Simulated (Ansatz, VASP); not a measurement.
**Al6Ru (Al6Ru (Cmcm)) in two plane-wave programs**

Aim: how closely do two programs agree when they are given the same cell, functional and k mesh? The cell is taken from a series of runs on this material, whose earlier steps may have relaxed, scaled, displaced or heated it; both programs get it as it stands.

Calculated with Ansatz 0.2.0; plane waves, with VASP 6.6.1 beside it; relaxation of cell and atoms at PBEsol.

**1. The structure**

The structure is orthorhombic, space group Cmcm (No. 63). The conventional cell has a = 7.460 Å, b = 6.520 Å, c = 8.913 Å, α = 90.00°, β = 90.00°, γ = 90.00°. Al has 2 Ru at 2.62 Å and 7 Al at 2.70 to 2.83 Å nearest. Nearest to Al lie 1 Ru at 2.50 Å and 6 Al at 2.56 to 2.83 Å. Nearest to Al lie 2 Ru at 2.56 to 2.62 Å and 3 Al at 2.70 to 2.79 Å. Ru has 10 Al at 2.50 to 2.62 Å nearest. Farther neighbours are not listed.

Coordinates:

```xyz
14
Lattice="3.7298 -3.2601 0.0000 3.7298 3.2601 0.0000 0.0000 0.0000 8.9130" Properties=species:S:1:pos:R:3 pbc="T T T"
Al    2.3797    0.0000    0.0000
Al    5.0798    0.0000    4.4565
Al    5.0798    0.0000    0.0000
Al    2.3797    0.0000    4.4565
Al    3.7298   -2.3290    0.8771
Al    3.7298    2.3290    5.3336
Al    3.7298   -2.3290    3.5794
Al    3.7298    2.3290    8.0359
Al    2.3806    1.9436    2.2283
Al    5.0789   -1.9436    6.6848
Al    5.0789    1.9436    2.2283
Al    2.3806   -1.9436    6.6848
Ru    3.7298   -0.2284    2.2283
Ru    3.7298    0.2284    6.6848
```

**2. VASP: relaxation of cell and atoms, PBEsol**

The relaxed volume is the usual yardstick between codes: in a stiff, nearly cubic crystal its relative difference is about their pressure difference at one cell divided by the bulk modulus.

Lines of VASP's logs that name or quote its potential files are left out, and so is its time.

Contents of INCAR:

```
SYSTEM = Al6Ru
PREC = Accurate
ENCUT = 500
EDIFF = 1E-07
NELM = 120
ISMEAR = -1
SIGMA = 0.05
LREAL = .FALSE.
ALGO = Normal
GGA = PS
NBANDS = 46
LASPH = .TRUE.
LORBIT = 11
LWAVE = .FALSE.
LCHARG = .FALSE.
ISIF = 3
IBRION = 2
NSW = 80
EDIFFG = -0.005
GGA_COMPAT = .FALSE.
NELMIN = 4
KPAR = 4
```

Contents of POSCAR:

```
Al6Ru
1.0
    3.7297720000     -3.2601280000      0.0000000000
    3.7297720000      3.2601280000      0.0000000000
    0.0000000000      0.0000000000      8.9130050000
Al Ru
12 2
Direct
    0.3190148754      0.3190148754      0.0000000000
    0.6809851246      0.6809851246      0.5000000000
    0.6809851246      0.6809851246      0.0000000000
    0.3190148754      0.3190148754      0.5000000000
    0.8571994719      0.1428005281      0.0984101322
    0.1428005281      0.8571994719      0.5984101322
    0.8571994719      0.1428005281      0.4015898678
    0.1428005281      0.8571994719      0.9015898678
    0.0210455807      0.6172270804      0.2500000000
    0.9789544192      0.3827729196      0.7500000000
    0.3827729196      0.9789544192      0.2500000000
    0.6172270804      0.0210455807      0.7500000000
    0.5350265388      0.4649734612      0.2500000000
    0.4649734612      0.5350265388      0.7500000000
```

Contents of KPOINTS:

```
Automatic mesh
0
Gamma
8 8 5
0 0 0
```

Potentials, in the order of the species: Al and Ru_pv (PBE family, release 64).

Started as:

```bash
$ mpirun -np 4 vasp_std
```

Numbers of over 12 decimals in the logs are rounded to 6 here.

What it wrote:

```text
[banner, memory and clock lines left out]
running    4 mpi-ranks, on    1 nodes
 distrk:  each k-point on    1 cores,    4 groups
 distr:  one band on    1 cores,    1 groups

 POSCAR found type information on POSCAR AlRu
 POSCAR found :  2 types and      14 ions
|                                                                             |
|               ----> ADVICE to this user running VASP <----                  |
|                                                                             |
|     You enforced a specific xc type in the INCAR file but a different       |
|     [... a line on the potential file left out ...]
|     I HOPE YOU KNOW WHAT YOU ARE DOING!                                     |
|                                                                             |

 LDA part: xc-table for (Slater+PW92), standard interpolation
 POSCAR, INCAR and KPOINTS ok, starting setup
 FFT: planning ... GRIDC
 FFT: planning ... GRID_SOFT
 FFT: planning ... GRID
 WAVECAR not read
 entering main loop
       N       E                     dE             d eps       ncg     rms          rms(c)
DAV:   1     0.263292818840E+03    0.26329E+03   -0.28748E+04  6708   0.118E+03
DAV:   2    -0.596246619424E+02   -0.32292E+03   -0.29981E+03  6604   0.244E+02
DAV:   3    -0.753405020292E+02   -0.15716E+02   -0.15175E+02  7070   0.475E+01
DAV:   4    -0.756286197545E+02   -0.28812E+00   -0.28696E+00  6986   0.649E+00
DAV:   5    -0.756339015358E+02   -0.52818E-02   -0.52806E-02  7414   0.974E-01    0.184E+01
DAV:   6    -0.745718838673E+02    0.10620E+01   -0.48524E+00  6816   0.131E+01    0.535E+00
DAV:   7    -0.742986226023E+02    0.27326E+00   -0.34182E+00  6804   0.117E+01    0.701E+00
DAV:   8    -0.738667349398E+02    0.43189E+00   -0.10921E+00  6666   0.709E+00    0.854E-01
DAV:   9    -0.738586115851E+02    0.81234E-02   -0.95111E-02  6796   0.121E+00    0.772E-01
DAV:  10    -0.738556912602E+02    0.29203E-02   -0.12100E-02  6570   0.649E-01    0.229E-01
DAV:  11    -0.738554987072E+02    0.19255E-03   -0.69845E-04  6694   0.135E-01    0.835E-02
DAV:  12    -0.738554545677E+02    0.44140E-04   -0.18049E-04  6604   0.665E-02    0.234E-02
DAV:  13    -0.738554544590E+02    0.10871E-06   -0.62912E-06  8018   0.972E-03    0.551E-03
DAV:  14    -0.738554543683E+02    0.90658E-07   -0.11060E-06  6756   0.454E-03    0.336E-03
DAV:  15    -0.738554541477E+02    0.22068E-06   -0.68270E-08  3960   0.138E-03    0.145E-03
DAV:  16    -0.738554540864E+02    0.61235E-07   -0.73665E-08  3810   0.145E-03
   1 F= -.73855454E+02 E0= -.73837246E+02  d E =-.738555E+02
[... from here on, the cycles between the ionic steps are left out ...]
   2 F= -.73858572E+02 E0= -.73840528E+02  d E =-.311837E-02
   3 F= -.73858934E+02 E0= -.73840853E+02  d E =-.348025E-02
   4 F= -.73859748E+02 E0= -.73841776E+02  d E =-.813407E-03
   5 F= -.73859767E+02 E0= -.73841812E+02  d E =-.832437E-03
   6 F= -.73859861E+02 E0= -.73841866E+02  d E =-.942915E-04
   7 F= -.73859924E+02 E0= -.73841872E+02  d E =-.157223E-03
   8 F= -.73859926E+02 E0= -.73841863E+02  d E =-.158983E-03
 curvature:  -1.46 expect dE=-0.273E-04 dE for cont linesearch -0.347E-09
 trial: gam= 0.16909 g(F)=  0.172E-04 g(S)=  0.156E-05 ort =-0.173E-06 (trialstep = 0.133E+01)
 search vector abs. value=  0.223E-04
 bond charge predicted
       N       E                     dE             d eps       ncg     rms          rms(c)
DAV:   1    -0.738599584912E+02   -0.32746E-04   -0.48964E-04  6104   0.141E-01    0.324E-02
DAV:   2    -0.738599605266E+02   -0.20354E-05   -0.17215E-04  6726   0.847E-02    0.317E-02
DAV:   3    -0.738599435518E+02    0.16975E-04   -0.47267E-05  6644   0.464E-02    0.412E-03
DAV:   4    -0.738599433748E+02    0.17694E-06   -0.36737E-06  6684   0.759E-03    0.197E-03
DAV:   5    -0.738599432569E+02    0.11795E-06   -0.35042E-07  5340   0.349E-03    0.155E-03
DAV:   6    -0.738599431935E+02    0.63355E-07   -0.28423E-08  3438   0.105E-03
   9 F= -.73859943E+02 E0= -.73841896E+02  d E =-.174385E-04
 trial-energy change:   -0.000017  1 .order   -0.000018   -0.000025   -0.000011
 step:   2.3291(harm=  2.3291)  dis= 0.00090  next Energy=   -73.859948 (dE=-0.218E-04)
 reached required accuracy - stopping structural energy minimisation
```

OUTCAR, selected parts (step 2):

```text
ion  position               nearest neighbor table
   1  0.319  0.319  0.000-  13 2.62  14 2.62   3 2.70   5 2.70   8 2.70  10 2.79  11 2.79   8 2.83
                             5 2.83   9 2.96  12 2.96
   2  0.681  0.681  0.500-  13 2.62  14 2.62   4 2.70   6 2.70   7 2.70   9 2.79  12 2.79   7 2.83
                             6 2.83  11 2.96  10 2.96
   3  0.681  0.681  0.000-  13 2.62  14 2.62   1 2.70   5 2.70   8 2.70   9 2.79  12 2.79   5 2.83
                             8 2.83  11 2.96  10 2.96
   4  0.319  0.319  0.500-  13 2.62  14 2.62   2 2.70   6 2.70   7 2.70  10 2.79  11 2.79   6 2.83
                             7 2.83   9 2.96  12 2.96
   5  0.857  0.143  0.098-  13 2.50   8 2.56   1 2.70   3 2.70   7 2.70   3 2.83   1 2.83   9 2.92
                            11 2.92   9 2.95  11 2.95
   6  0.143  0.857  0.598-  14 2.50   7 2.56   2 2.70   4 2.70   8 2.70   2 2.83   4 2.83  12 2.92
                            10 2.92  12 2.95  10 2.95
   7  0.857  0.143  0.402-  13 2.50   6 2.56   2 2.70   4 2.70   5 2.70   2 2.83   4 2.83   9 2.92
                            11 2.92   9 2.95  11 2.95
   8  0.143  0.857  0.902-  14 2.50   5 2.56   1 2.70   3 2.70   6 2.70   3 2.83   1 2.83  12 2.92
                            10 2.92  12 2.95  10 2.95
   9  0.021  0.617  0.250-  13 2.56  13 2.62  11 2.70   2 2.79   3 2.79   5 2.92   7 2.92   5 2.95
                             7 2.95   1 2.96   4 2.96
  10  0.979  0.383  0.750-  14 2.56  14 2.62  12 2.70   4 2.79   1 2.79   8 2.92   6 2.92   8 2.95
                             6 2.95   2 2.96   3 2.96
  11  0.383  0.979  0.250-  13 2.56  13 2.62   9 2.70   4 2.79   1 2.79   7 2.92   5 2.92   5 2.95
                             7 2.95   2 2.96   3 2.96
  12  0.617  0.021  0.750-  14 2.56  14 2.62  10 2.70   2 2.79   3 2.79   6 2.92   8 2.92   8 2.95
                             6 2.95   1 2.96   4 2.96
  13  0.535  0.465  0.250-   5 2.50   7 2.50  11 2.56   9 2.56   4 2.62   1 2.62   2 2.62   3 2.62
                             9 2.62  11 2.62
  14  0.465  0.535  0.750-   6 2.50   8 2.50  10 2.56  12 2.56   4 2.62   1 2.62   2 2.62   3 2.62
                            12 2.62  10 2.62

  LATTYP: Found a base centered orthorhombic cell.
 ALAT       =     6.5202560000
 B/A-ratio  =     1.1440569205
 C/A-ratio  =     1.3669716342

 Subroutine GETGRP returns: Found  8 space group operations
 (whereof  4 operations were pure point group operations)

The static configuration has the point symmetry C_2h.
 The point group associated with its full space group is D_2h.

 Found     63 irreducible k-points:

   k-points           NKPTS =     63   k-points in BZ     NKDIM =     63   number of bands    NBANDS=     46

   dimension x,y,z NGX =    36 NGY =   36 NGZ =   70
   dimension x,y,z NGXF=    72 NGYF=   72 NGZF=  140

   ENCUT  =  500.0 eV  36.75 Ry    6.06 a.u.   9.03  9.03 16.25*2*pi/ulx,y,z

   NELECT =      64.0000    total number of electrons

 k-points in reciprocal lattice and weights: Automatic mesh
   0.00000000  0.00000000  0.00000000       0.003
   0.12500000  0.00000000  0.00000000       0.013
   0.25000000  0.00000000  0.00000000       0.013
   0.37500000  0.00000000  0.00000000       0.013
   0.50000000  0.00000000  0.00000000       0.006
   0.12500000  0.12500000  0.00000000       0.006
   0.25000000  0.12500000  0.00000000       0.013
   0.37500000  0.12500000  0.00000000       0.013
   0.50000000  0.12500000  0.00000000       0.013
[...]
-0.37500000  0.37500000  0.40000000       0.013
   0.50000000  0.50000000  0.40000000       0.006

 average (electrostatic) potential at core
       1 -71.2409       2 -71.2409       3 -71.2409       4 -71.2409       5 -71.3714
       6 -71.3714       7 -71.3714       8 -71.3714       9 -71.4843      10 -71.4843
      11 -71.4843      12 -71.4843      13 -70.5311      14 -70.5311

 E-fermi :   8.9185

 k-point     1 :       0.0000    0.0000    0.0000
  band No.  band energies     occupation
    ...
     29       6.9435      2.00000
     30       7.5175      2.00000
     31       7.8776      2.00000
     32       8.1216      2.00000
     33       8.8068      1.80660
     34       9.7571      0.00000
     35       9.9204      0.00000
     36      10.2201      0.00000
     37      10.3060      0.00000
     38      10.3597      0.00000
    ...

 k-point     2 :       0.1250    0.0000    0.0000
  band No.  band energies     occupation
    ...
     29       7.2293      2.00000
     30       7.4774      2.00000
     31       7.9169      2.00000
     32       8.1645      2.00000
     33       8.8996      1.18692
     34       9.6745      0.00000
     35       9.7018      0.00000
     36      10.2367      0.00000
     37      10.2635      0.00000
     38      10.4031      0.00000
    ...

 k-point     3 :       0.2500    0.0000    0.0000
  band No.  band energies     occupation
    ...
     28       6.8036      2.00000
     29       7.2958      2.00000
     30       7.6441      2.00000
     31       7.8695      2.00000
     32       8.5638      1.99834
     33       8.9898      0.38791
     34       9.4103      0.00011
     35       9.5251      0.00001
     36       9.9393      0.00000
     37      10.3198      0.00000
    ...

  Total       -0.0205098     -0.0143210      0.0038192      0.0000000     -0.0000000      0.0000000
  in kB       -0.1508095     -0.1053032      0.0280825      0.0000000     -0.0000000      0.0000000
  external PRESSURE =      -0.0760100 kB  Pullay stress =       0.0000000 kB

  energy-cutoff  :      500.00
  volume of cell :      217.89
      direct lattice vectors                 reciprocal lattice vectors
     3.727120699 -3.264596509  0.000000000     0.134151813 -0.153158284  0.000000000
     3.727120699  3.264596509 -0.000000000     0.134151813  0.153158284 -0.000000000
     0.000000000  0.000000000  8.953861602     0.000000000  0.000000000  0.111683656

 POSITION                                       TOTAL-FORCE (eV/Angst)
 -----------------------------------------------------------------------------------
      2.38249      0.00000      0.00000         0.000305      0.000000      0.000000
      5.07175      0.00000      4.47693        -0.000305      0.000000      0.000000
      5.07175      0.00000      0.00000        -0.000305      0.000000     -0.000000
      2.38249      0.00000      4.47693         0.000305      0.000000     -0.000000
      3.72712     -2.33341      0.88346         0.000000     -0.001417      0.003022
      3.72712      2.33341      5.36039         0.000000      0.001417      0.003022
      3.72712     -2.33341      3.59347         0.000000     -0.001417     -0.003022
      3.72712      2.33341      8.07040         0.000000      0.001417     -0.003022
      2.38406      1.94931      2.23847        -0.002852     -0.000123      0.000000
      5.07018     -1.94931      6.71540         0.002852      0.000123     -0.000000
      5.07018      1.94931      2.23847         0.002852     -0.000123      0.000000
      2.38406     -1.94931      6.71540        -0.002852      0.000123     -0.000000
      3.72712     -0.23208      2.23847         0.000000      0.003885     -0.000000
      3.72712      0.23208      6.71540         0.000000     -0.003885      0.000000
 -----------------------------------------------------------------------------------
    total drift:                               -0.000000      0.000000      0.000000

  FREE ENERGIE OF THE ION-ELECTRON SYSTEM (eV)
  ---------------------------------------------------
  free  energy   TOTEN  =       -73.8599431935 eV

  energy  without entropy=      -73.8238479332  energy(sigma->0) =      -73.84189556

 reached required accuracy - stopping structural energy minimisation

 total charge
# of ion       s       p       d       tot
------------------------------------------
    1        0.400   0.395   0.000   0.795
    2        0.400   0.395   0.000   0.795
    3        0.400   0.395   0.000   0.795
    4        0.400   0.395   0.000   0.795
    5        0.419   0.384   0.000   0.803
    6        0.419   0.384   0.000   0.803
    7        0.419   0.384   0.000   0.803
    8        0.419   0.384   0.000   0.803
    9        0.415   0.349   0.000   0.764
   10        0.415   0.349   0.000   0.764
   11        0.415   0.349   0.000   0.764
   12        0.415   0.349   0.000   0.764
   13        0.357   6.302   6.243  12.902
   14        0.357   6.302   6.243  12.902
--------------------------------------------------
tot          5.648  17.116  12.487  35.251

[... 3 further parts left out ...]
```

The run keeps the 8 symmetry operations of its start, so it cannot find a distortion of lower symmetry.

(Part 1 of 2 ends here.)

[Lines on the potential files, build, host, timing and source positions are cut from VASP's logs without a mark.]

[Logs are printed without paths, hosts, clocks, repeated set-up lines and the standing remarks that a program may print on its own settings, such as how far it seeks lower states.]

[Hosts, paths, dates, database ids (printed as entryN), source tags and the programs' standing remarks are cut or masked in the printed files.]
